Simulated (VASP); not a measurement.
# La3Zr (Pm-3m) in VASP: notebook

The runs below take La3Zr through band structure, density of states, with PBE+D3, BEEF-vdW.

Everything below comes from runs of VASP 6.6.1. Logs are shortened: lines on timing, memory, paths and dates and some standing lists are left out, and cuts for length are marked.

## 1. Starting point

Symmetry: Pm-3m, No. 221, cubic system. Conventional cell: a = 5.073 Å, b = 5.073 Å, c = 5.073 Å, α = 90.00°, β = 90.00°, γ = 90.00°. Around La (site symmetry 4/mmm) lie 8 La at 3.59 Å and 4 Zr at 3.59 Å. Around Zr (site symmetry m-3m) lie 12 La at 3.59 Å.

The cell comes from a database or a generator and needn't be the stable form of this composition.

## 2. Band structure, PBE+D3, spin-orbit coupling, no magnetisation (volume scaled by 1.04)

Input file run.py:

```python
from ase.calculators.vasp import Vasp
from ase.dft.bandgap import bandgap
from ase.spacegroup import crystal

atoms = crystal(
    ['La', 'Zr'],
    basis=[[0.5, 0.5, 0.0], [0.0, 0.0, 0.0]],
    spacegroup=221,
    setting=1,
    cellpar=[5.1394271, 5.1394271, 5.1394271, 90.0, 90.0, 90.0],
    primitive_cell=True,
)
calc = Vasp(
    directory='calc',
    xc='pbe',
    pp='PBE',
    setups='recommended',
    prec='Accurate',
    encut=520,
    ediff=1e-07,
    ismear=0,
    sigma=0.1,
    lreal=False,
    lasph=True,
    nelm=60,
    algo='Normal',
    isif=2,
    lwave=False,
    lcharg=True,
    lorbit=11,
    lsorbit=True,
    gga_compat=False,
    lmaxmix=6,
    ivdw=11,
    addgrid=True,
    kpts=[4, 4, 4],
    gamma=True,
    nbands=59,
    nelect=44.5,
)
atoms.calc = calc

print('energy (eV):', atoms.get_potential_energy())
print('free energy (eV):', atoms.get_potential_energy(force_consistent=True))
efermi = calc.get_fermi_level()
print('Fermi level (eV):', efermi)
path = atoms.cell.bandpath(npoints=40, eps=1e-4)
print('path:', path.path)
calc.set(kpts=path.kpts, reciprocal=True, icharg=11, isym=0, lcharg=False)
calc.calculate(atoms)
print('gap on the path (eV):', bandgap(calc, efermi=efermi)[0])
print('direct gap on the path (eV):', bandgap(calc, efermi=efermi, direct=True)[0])
```

Potentials or basis: VASP PAW PBE potentials, release 64 (La, Zr_sv).

The run is started by

```
> python run.py
```

The log of the run:

```text
energy (eV): -28.860196560000002
free energy (eV): -28.86930389
Fermi level (eV): 7.85304986
path: GXMGRX,MR
gap on the path (eV): 0.0
direct gap on the path (eV): 0.0
```

OUTCAR:

```text
ENCUT = 520.000000
   NELECT = 44.500000
   EDIFF = 1.00e-07
   GGA = PE
   PREC = Accurate
   ICHARG = 11
   ISIF = 2
   ISMEAR = 0
   ISYM = 0
   LORBIT = 11
   NELM = 60
   IVDW = 11
   LASPH = .TRUE.
   LSORBIT = .TRUE.
   LREAL = .FALSE.
 IVDW          = 11

 ion  position               nearest neighbor table
   1  0.500  0.500  0.000-   2 3.63   3 3.63   4 3.63   2 3.63   3 3.63   3 3.63   4 3.63   3 3.63
                             2 3.63   4 3.63   2 3.63   4 3.63
   2  0.000  0.500  0.500-   1 3.63   3 3.63   4 3.63   1 3.63   4 3.63   3 3.63   4 3.63   4 3.63
                             1 3.63   3 3.63   1 3.63   3 3.63
   3  0.500  0.000  0.500-   1 3.63   2 3.63   4 3.63   1 3.63   4 3.63   1 3.63   2 3.63   1 3.63
                             2 3.63   4 3.63   4 3.63   2 3.63
   4  0.000  0.000  0.000-   1 3.63   2 3.63   3 3.63   2 3.63   3 3.63   1 3.63   2 3.63   2 3.63
                             1 3.63   3 3.63   3 3.63   1 3.63

IMPORTANT INFORMATION: All symmetrisations will be switched off!
NOSYMM: (Re-)initialisation of all symmetry stuff for point group C_1.

----------------------------------------------------------------------------------------

                                     Primitive cell

  volume of cell :     135.7513

  direct lattice vectors                    reciprocal lattice vectors
     5.139427100  0.000000000  0.000000000     0.194574216  0.000000000  0.000000000
     0.000000000  5.139427100  0.000000000     0.000000000  0.194574216  0.000000000
     0.000000000  0.000000000  5.139427100     0.000000000  0.000000000  0.194574216

  length of vectors
     5.139427100  5.139427100  5.139427100     0.194574216  0.194574216  0.194574216

  position of ions in fractional coordinates (direct lattice)
     0.500000000  0.500000000  0.000000000
     0.000000000  0.500000000  0.500000000
     0.500000000  0.000000000  0.500000000
     0.000000000  0.000000000  0.000000000

  ion indices of the primitive-cell ions
   primitive index   ion index
                 1           1
                 2           2
                 3           3
                 4           4

----------------------------------------------------------------------------------------

 KPOINTS: KPOINTS created by Atomic Simulation Env

Read explicit list of k-points.

 Found     40 k-points:

 Following reciprocal coordinates:
            Coordinates               Weight
  0.000000  0.000000  0.000000      0.025000
  0.000000  0.125000  0.000000      0.025000
  0.000000  0.250000  0.000000      0.025000
  0.000000  0.375000  0.000000      0.025000
  0.000000  0.500000  0.000000      0.025000
  0.125000  0.500000  0.000000      0.025000
[... 16 lines left out ...]
  0.388889  0.388889  0.388889      0.025000
  0.444444  0.444444  0.444444      0.025000
 [... further k-points ...]
   k-points           NKPTS =     40   k-points in BZ     NKDIM =     40   number of bands    NBANDS=     59
   number of dos      NEDOS =    301   number of ions     NIONS =      4
   total plane-waves  NPLWV =  64000
   dimension x,y,z NGX =    40 NGY =   40 NGZ =   40
   dimension x,y,z NGXF=    80 NGYF=   80 NGZF=   80
   ions per type =               3   1
   NGX,Y,Z   is equivalent  to a cutoff of  12.94, 12.94, 12.94 a.u.
   NGXF,Y,Z  is equivalent  to a cutoff of  25.88, 25.88, 25.88 a.u.
 SYSTEM =  unknown system
   PREC   = accura    normal or accurate (medium, high low for compatibility)
   ISTART =      0    job   : 0-new  1-cont  2-samecut
   ICHARG =     11    charge: 1-file 2-atom 10-const
   ISPIN  =      1    spin polarized calculation?
   LNONCOLLINEAR =      T non collinear calculations
[... 29 lines left out ...]
   GGA     = PE    functional components
   LHFCALC =     F    Hartree Fock is set to
   AEXX    =    0.0000 exact exchange contribution
   IVDW    =    11    specifies the selected vdW correction
   LEPSILON=     F    determine dielectric tensor
   LRPA    =     F    only Hartree local field effects (RPA)
 Gauss-broadening in eV      SIGMA  =   0.10
  energy-cutoff  :      520.00
  volume of cell :      135.75
 maximum number of plane-waves:      7486
 NGX is ok and might be reduce to    40

 number of electron      44.5000000 magnetization      -0.0000237     -0.0000237     -0.0000237

 Free energy of the ion-electron system (eV)
  ---------------------------------------------------
  ext. energy  EPLUGINS =         0.00000000
  ---------------------------------------------------
  free energy    TOTEN  =       -28.89392212 eV

  energy without entropy =      -28.85741949  energy(sigma->0) =      -28.87567081

 E-fermi :   8.0576     XC(G=0):  -9.7500

 val. band max:        8.0558515806   @ k =   0.5000   0.5000   0.1667
 cond. band min:       8.0613277977   @ k =   0.3571   0.3571   0.0000
 fundamental gap:      0.0054762171
 Fermi energy:         8.0576205576

 k-point     1 :       0.0000    0.0000    0.0000
  band No.  band energies     occupation
      1     -41.4095      1.00000
      2     -41.4095      1.00000
      3     -24.7661      1.00000
      4     -24.7661      1.00000
      5     -24.4917      1.00000
      6     -24.4917      1.00000
[... 1405 lines left out ...]
     55       9.3173      0.00000
     56       9.3197      0.00000

 [... further k-points ...]

 [bands above 56 left out]

------------------------ aborting loop because EDIFF is reached ----------------------------------------

 Edisp (eV)   -1.37014

 E8    (eV) :    -0.8991

  FORCE on cell =-STRESS in cart. coord.  units (eV):
  Direction    XX          YY          ZZ          XY          YZ          ZX
  --------------------------------------------------------------------------------------
  -------------------------------------------------------------------------------------
  Total     -13.18041    -1.80840   -13.27790     3.53692     1.80062     4.04267
  in kB    -155.55911   -21.34330  -156.70973    41.74383    21.25140    47.71284
  external pressure =     -111.20 kB  Pullay stress =        0.00 kB

 VOLUME and BASIS-vectors are now :
 -----------------------------------------------------------------------------
  energy-cutoff  :      520.00
  volume of cell :      135.75
      direct lattice vectors                 reciprocal lattice vectors
     5.139427100  0.000000000  0.000000000     0.194574216  0.000000000  0.000000000
     0.000000000  5.139427100  0.000000000     0.000000000  0.194574216  0.000000000
     0.000000000  0.000000000  5.139427100     0.000000000  0.000000000  0.194574216

 POSITION                                       TOTAL-FORCE (eV/Angst)
 -----------------------------------------------------------------------------------
      2.56971      2.56971      0.00000        -0.000000      0.000001      0.000002
      0.00000      2.56971      2.56971         0.000005     -0.000004      0.000003
      2.56971      0.00000      2.56971         0.000002      0.000002      0.000003
      0.00000      0.00000      0.00000        -0.000007      0.000001     -0.000009
 -----------------------------------------------------------------------------------
    total drift:                                0.000000     -0.000005     -0.000001

  FREE ENERGIE OF THE ION-ELECTRON SYSTEM (eV)
  ---------------------------------------------------
  free  energy   TOTEN  =       -30.2640650058 eV

  energy  without entropy=      -30.2275623808  energy(sigma->0) =      -30.24581369

 Spin-Orbit-Coupling matrix elements

 Ion:    1  E_soc:     -0.5997375
 l=   1
     0.0000000    -0.0991278    -0.0985464
    -0.0991278     0.0000000    -0.0990592
    -0.0985464    -0.0990592     0.0000000
 l=   2
     0.0000000     0.0001232     0.0000000    -0.0003643    -0.0008895
     0.0001232     0.0000000    -0.0002739    -0.0002491    -0.0002276
     0.0000000    -0.0002739     0.0000000    -0.0006639     0.0000000
    -0.0003643    -0.0002491    -0.0006639     0.0000000    -0.0002938
    -0.0008895    -0.0002276     0.0000000    -0.0002938     0.0000000
 l=   3
     0.0000000    -0.0000189     0.0000000     0.0000000     0.0000000    -0.0000103    -0.0000458
    -0.0000189     0.0000000    -0.0000316     0.0000000    -0.0000217    -0.0000426    -0.0000155
     0.0000000    -0.0000316     0.0000000    -0.0000394     0.0000001    -0.0000144     0.0000000
     0.0000000     0.0000000    -0.0000394     0.0000000    -0.0000336     0.0000000     0.0000000
[... 49 lines left out ...]
 l=   2
     0.0000000     0.0002156     0.0000000     0.0000025    -0.0005505
     0.0002156     0.0000000    -0.0001321    -0.0001709    -0.0002606
     0.0000000    -0.0001321     0.0000000    -0.0003604     0.0000000
     0.0000025    -0.0001709    -0.0003604     0.0000000    -0.0002052
    -0.0005505    -0.0002606     0.0000000    -0.0002052     0.0000000
 l=   3
     0.0000000     0.0000000     0.0000000     0.0000000     0.0000000     0.0000000     0.0000000
     0.0000000     0.0000000     0.0000000     0.0000000     0.0000000     0.0000000     0.0000000
     0.0000000     0.0000000     0.0000000     0.0000000     0.0000000     0.0000000     0.0000000
     0.0000000     0.0000000     0.0000000     0.0000000     0.0000000     0.0000000     0.0000000
     0.0000000     0.0000000     0.0000000     0.0000000     0.0000000     0.0000000     0.0000000
     0.0000000     0.0000000     0.0000000     0.0000000     0.0000000     0.0000000     0.0000000
     0.0000000     0.0000000     0.0000000     0.0000000     0.0000000     0.0000000     0.0000000

 total charge

# of ion       s       p       d       f       tot
--------------------------------------------------
    1        2.065   5.545   0.895   0.073   8.578
    2        2.073   5.543   0.884   0.084   8.584
    3        2.068   5.544   0.829   0.096   8.536
    4        2.224   5.907   1.562   0.000   9.693
--------------------------------------------------
tot          8.430  22.539   4.170   0.252  35.392

 magnetization (x)

# of ion       s       p       d       f       tot
--------------------------------------------------
    1       -0.000  -0.000  -0.000  -0.000  -0.000
    2        0.000  -0.000   0.000  -0.000  -0.000
    3        0.000  -0.000   0.000  -0.000  -0.000
    4       -0.000  -0.000  -0.000   0.000  -0.000
--------------------------------------------------
tot         -0.000  -0.000  -0.000  -0.000  -0.000

 magnetization (y)

# of ion       s       p       d       f       tot
--------------------------------------------------
    1        0.000  -0.000  -0.000  -0.000  -0.000
    2        0.000  -0.000   0.000  -0.000  -0.000
    3        0.000  -0.000   0.000  -0.000  -0.000
    4        0.000  -0.000  -0.000   0.000  -0.000
--------------------------------------------------
tot          0.000  -0.000  -0.000  -0.000  -0.000

 magnetization (z)

# of ion       s       p       d       f       tot
--------------------------------------------------
    1        0.000  -0.000  -0.000  -0.000  -0.000
    2        0.000  -0.000   0.000  -0.000  -0.000
    3        0.000  -0.000   0.000  -0.000  -0.000
    4       -0.000  -0.000  -0.000   0.000  -0.000
--------------------------------------------------
tot          0.000  -0.000  -0.000  -0.000  -0.000
```

INCAR:

```text
ENCUT = 520.000000
NELECT = 44.500000
SIGMA = 0.100000
EDIFF = 1.00e-07
ALGO = Normal
GGA = PE
PREC = Accurate
ICHARG = 11
ISIF = 2
ISMEAR = 0
ISYM = 0
LMAXMIX = 6
LORBIT = 11
NBANDS = 59
NELM = 60
IVDW = 11
ADDGRID = .TRUE.
LASPH = .TRUE.
LCHARG = .FALSE.
LWAVE = .FALSE.
LSORBIT = .TRUE.
GGA_COMPAT = .FALSE.
LREAL = .FALSE.
```

It took 32 min on 1 thread of Intel Xeon 6975P-C (Granite Rapids), shared host; peak memory 0.91 GiB.

These settings aren't checked as converged (typed here: ADDGRID = yes; NELECT = 44.500000): the numbers below hold their error.

Results:

```
Dispersion energy per atom : -0.343 eV
```

Caveat: the cell is charged against a uniform background, so pressure and absolute levels hang on convention; the log is that of the step along the path at fixed density, whose energy, stress, charges and moments have no meaning.

## 3. Density of states, BEEF-vdW

Input file La3Zr.cif:

```cif
data_La3Zr
_cell_length_a 5.07267374
_cell_length_b 5.07267374
_cell_length_c 5.07267374
_cell_angle_alpha 90.00000000
_cell_angle_beta 90.00000000
_cell_angle_gamma 90.00000000
_space_group_name_H-M_alt 'Pm-3m'
_space_group_name_Hall '-P 4 2 3'
_space_group_IT_number 221
loop_
_space_group_symop_operation_xyz
'x,y,z'
'-x,-y,-z'
'-y,x,z'
'y,-x,-z'
'-x,-y,z'
'x,y,-z'
'y,-x,z'
'-y,x,-z'
'x,-y,-z'
'-x,y,z'
'-y,-x,-z'
'y,x,z'
'-x,y,-z'
'x,-y,z'
'y,x,-z'
'-y,-x,z'
'z,x,y'
'-z,-x,-y'
'z,-y,x'
'-z,y,-x'
'z,-x,-y'
'-z,x,y'
'z,y,-x'
'-z,-y,x'
'-z,x,-y'
'z,-x,y'
'-z,-y,-x'
'z,y,x'
'-z,-x,y'
'z,x,-y'
'-z,y,x'
'z,-y,-x'
'y,z,x'
'-y,-z,-x'
'x,z,-y'
'-x,-z,y'
'-y,z,-x'
'y,-z,x'
'-x,z,y'
'x,-z,-y'
'-y,-z,x'
'y,z,-x'
'-x,-z,-y'
'x,z,y'
'y,-z,-x'
'-y,z,x'
'x,-z,y'
'-x,z,-y'
loop_
_atom_site_label
_atom_site_type_symbol
_atom_site_symmetry_multiplicity
_atom_site_Wyckoff_symbol
_atom_site_fract_x
_atom_site_fract_y
_atom_site_fract_z
_atom_site_occupancy
La1 La 3 c 0.5000000000 0.5000000000 0.0000000000 1
Zr1 Zr 1 a 0.0000000000 0.0000000000 0.0000000000 1
```

Input file POSCAR:

```
La Zr
 1.0000000000000000
     5.0726737399999999    0.0000000000000000    0.0000000000000000
     0.0000000000000000    5.0726737399999999    0.0000000000000000
     0.0000000000000000    0.0000000000000000    5.0726737399999999
 La  Zr 
   3   1
Cartesian
  2.5363368700000000  2.5363368700000000  0.0000000000000000
  0.0000000000000000  2.5363368700000000  2.5363368700000000
  2.5363368700000000  0.0000000000000000  2.5363368700000000
  0.0000000000000000  0.0000000000000000  0.0000000000000000
```

Input file INCAR.step1:

```
SYSTEM = La3Zr
PREC = Accurate ; ENCUT = 600
EDIFF = 1E-6 ; ISMEAR = -1
SIGMA = 0.05 ; LREAL = .False.
LASPH = .True. ; NELM = 60
ALGO = Normal ; ISIF = 2
LWAVE = .False. ; LCHARG = .True.
LMAXMIX = 6 ; GGA = BF
LUSE_VDW = .True. ; ZAB_VDW = -1.8867
NBANDS = 30
```

Input file KPOINTS.step1:

```
Automatic mesh
0
Gamma
  5 5 5
  0 0 0
```

Input file INCAR.step2:

```
SYSTEM = La3Zr
PREC = Accurate ; ENCUT = 600
EDIFF = 1E-6 ; ISMEAR = -5
SIGMA = 0.05 ; LREAL = .False.
LASPH = .True. ; NELM = 60
ALGO = Normal ; ISIF = 2
LWAVE = .False. ; LCHARG = .False.
LMAXMIX = 6 ; GGA = BF
LUSE_VDW = .True. ; ZAB_VDW = -1.8867
LORBIT = 11 ; NBANDS = 30
NEDOS = 1001 ; ICHARG = 11
```

Input file KPOINTS.step2:

```
Automatic mesh
0
Gamma
  8 8 8
  0 0 0
```

Potentials or basis: VASP PAW PBE potentials, release 64 (La_GW, Zr_sv_GW).

The run is started by

```
> ase convert -i cif -o vasp La3Zr.cif POSCAR
> cat potpaw_PBE.64/La_GW/POTCAR potpaw_PBE.64/Zr_sv_GW/POTCAR > POTCAR
> cp INCAR.step1 INCAR
> cp KPOINTS.step1 KPOINTS
> mpirun -np 1 vasp_std > vasp.out
> cp INCAR.step2 INCAR
> cp KPOINTS.step2 KPOINTS
> mpirun -np 1 vasp_std > vasp.out
```

Run time: 10 min. Hardware: 1 thread of Intel Xeon 6975P-C (Granite Rapids), shared host; peak memory 0.76 GiB.

The run converged. Its results:

- Valence electrons inside the program's atomic spheres: La 8.04; Zr 8.72

Levels at points of the mesh, in eV from the Fermi level:
| k point | band 20 | band 21 | band 22 | band 23 | band 24 | band 25 | band 26 | band 27 |
| --- | --- | --- | --- | --- | --- | --- | --- | --- |
| (0.00, 0.00, 0.00) | -2.01 | -1.55 | -1.55 | -1.55 | 1.33 | 1.44 | 1.59 | 1.60 |
| (0.50, 0.00, 0.00) | -0.82 | -0.72 | -0.43 | 0.19 | 0.19 | 0.28 | 0.28 | 0.57 |
| (0.50, 0.50, 0.00) | -0.41 | -0.38 | 0.00 | 0.16 | 0.16 | 0.20 | 0.20 | 0.34 |
| (0.50, 0.50, 0.50) | -1.66 | 0.78 | 0.90 | 1.13 | 1.17 | 1.21 | 1.29 | 1.33 |

States per cell in windows of 1 eV (zero at the Fermi level; states under -8 eV left out):
```csv
from (eV),total,Zr4_d,La2_f,La3_f,La1_f,La1_d,La2_d
-8.0,0.00,0.00,0.00,0.00,0.00,0.00,0.00
-7.0,0.00,0.00,0.00,0.00,0.00,0.00,0.00
-6.0,0.00,0.00,0.00,0.00,0.00,0.00,0.00
-5.0,0.00,0.00,0.00,0.00,0.00,0.00,0.00
-4.0,0.13,0.00,0.00,0.00,0.00,0.00,0.00
-3.0,1.30,0.01,0.00,0.00,0.00,0.04,0.04
-2.0,5.12,0.38,0.02,0.02,0.02,0.28,0.28
-1.0,6.52,0.79,0.10,0.10,0.10,0.40,0.40
0.0,7.48,0.90,0.43,0.43,0.43,0.39,0.39
1.0,7.40,0.52,1.27,1.27,1.27,0.25,0.25
2.0,0.00,0.00,0.00,0.00,0.00,0.00,0.00
3.0,0.00,0.00,0.00,0.00,0.00,0.00,0.00
```

Caveat: the PAW data sets were made with another functional, which shifts forces and pressure a little; tetrahedron occupations give inexact forces and stress in metals. Spin-orbit coupling is left out, which matters for the levels of La.

## 4. For comparison

An earlier run on the cell as given: functional PBE; potentials or basis VASP PAW PBE potentials, release 64 (La, Zr_sv); cutoff 520 eV; k mesh 5 × 5 × 5; occupations fermi-dirac, width 0.05 eV; no spin polarisation.

- Pressure: -0.2 GPa
- Band gap on the k mesh: none (metal or under the smearing width)
